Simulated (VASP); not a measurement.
Energy against volume of MnF$_{2}$ (rutile). Method: PBEsol GGA, VASP's PBE PAW potentials (set 64) (plane waves; VASP). Settings: 520 eV cut-off, 5×5×7 Γ-centred mesh, Gaussian smearing of 0.050 eV, potentials Mn_pv F.

Shape and ions are relaxed at each volume.

| V (Å³/atom) | E (eV/atom) |
|---|---|
| 12.068 | -6.77521 |
| 12.453 | -6.78845 |
| 12.838 | -6.79341 |
| 13.223 | -6.79147 |

Task: Fit these four points and predict the energy of the run at 13.608 Å³/atom.

Result: A cubic in V^(−2/3), the third-order Birch-Murnaghan form, passes through the four points with V0 = 12.91 Å³/atom and B0 = 93 GPa, and gives -6.7838 eV/atom there. The run gave -6.7837 eV/atom, +0.1 meV/atom from the fit; all five points give B0 = 93 GPa.

The compound is MnF2 in the rutile structure. It was relaxed first.
